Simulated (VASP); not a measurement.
Elastic constants (GPa) of a crystal from PBEsol GGA, VASP's PBE PAW potentials (set 64) (VASP):

|  | xx | yy | zz | yz | xz | xy |
|---|---|---|---|---|---|---|
| xx | 951.2 | 141.0 | 62.4 | 0.0 | 0.0 | 0.0 |
| yy | 141.0 | 951.2 | 62.4 | 0.0 | 0.0 | 0.0 |
| zz | 62.4 | 62.4 | 1053.6 | 0.0 | 0.0 | 0.0 |
| yz | 0.0 | 0.0 | 0.0 | 333.0 | 0.0 | 0.0 |
| xz | 0.0 | 0.0 | 0.0 | 0.0 | 333.0 | 0.0 |
| xy | 0.0 | 0.0 | 0.0 | 0.0 | 0.0 | 405.1 |

### Question
Work out the Voigt, Reuss and Hill moduli, Young's modulus and Poisson's ratio.

### Answer
All eigenvalues are positive (smallest 333.0 GPa), so the crystal is stable. K_V = (C11+C22+C33+2(C12+C13+C23))/9 = (2956.0 + 2×265.8)/9 = 387.5 GPa; G_V = (2956.0 − 265.8 + 3×1071.1)/15 = 393.6 GPa. From the compliances, K_R = 387.5 GPa and G_R = 385.3 GPa. Hill: K = 387.5 GPa, G = 389.4 GPa, E = 9KG/(3K+G) = 875.1 GPa, ν = (3K−2G)/(2(3K+G)) = 0.124. K/G = 1.00, below Pugh's 1.75; universal anisotropy A^U = 0.11.

### Question
With a density of 3.50 g/cm³, what are the mean sound speeds?

### Answer
v_l = √((K+4G/3)/ρ) = 16.09 km/s and v_t = √(G/ρ) = 10.55 km/s. The crystal is BN (space group P6_3mc), hexagonal.

The structure comes from a measured BN entry (P6_3mc) of the Crystallography Open Database, whose conditions weren't checked. It was relaxed first.
